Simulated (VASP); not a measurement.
Runs of VASP 6.6.1 on Y3F. The structure is hexagonal, space group P6/mmm (No. 191). Conventional cell: a = 6.267 Å, b = 6.267 Å, c = 3.362 Å, α = 90.00°, β = 90.00°, γ = 120.00°. Around Y (site symmetry mmm) lie 6 Y at 3.13 to 3.36 Å and 2 F at 3.13 Å. F (site symmetry 6/mmm) is surrounded by 6 Y at 3.13 Å and 2 F at 3.36 Å. The cell was built by a generator and needn't be a form met in nature.

```tsv
level	potentials or basis	further INCAR settings	other keys	pressure (GPa)
TPSS	VASP PAW PBE potentials, release 64 (Y_sv, F)	ALGO = Normal; EDIFF = 1e-06	-	-1.0
PBEsol	VASP PAW PBE potentials, release 64 (Y_sv, F)	ALGO = Fast; EDIFF = 1e-06	-	-2.1
BLYP	VASP PAW PBE potentials, release 64 (Y_sv, F)	ALGO = Fast; EDIFF = 1e-06	-	(a)
PBE	VASP PAW PBE potentials, release 64 (Y_sv, F)	ALGO = Fast; EDIFF = 1e-06	-	-0.2
SCAN	VASP PAW PBE potentials, release 64 (Y_sv, F)	ALGO = Normal; EDIFF = 1e-06	-	(b)
LDA	VASP PAW LDA potentials, release 64 (Y_sv, F)	ALGO = Fast; EDIFF = 1e-06	-	-3.8
LDA	VASP PAW LDA potentials, release 64 (Y_sv, F)	ALGO = Fast; EDIFF = 1e-06; ISYM = 1	ISYM = 1	-3.8
RPBE	VASP PAW PBE potentials, release 64 (Y_sv, F)	ALGO = Fast; EDIFF = 1e-06	-	1.3
```

Alike in all rows: task band structure; no spin polarisation; cell as given; k mesh 4 × 4 × 6; cutoff (eV) 520; smearing fermi-dirac 0.05 eV.

Q: Fill in the values left out.

A: (a) 1.2; (b) -0.7.

Caveats: the PAW data sets were made with another functional, which shifts forces and pressure a little (some runs).
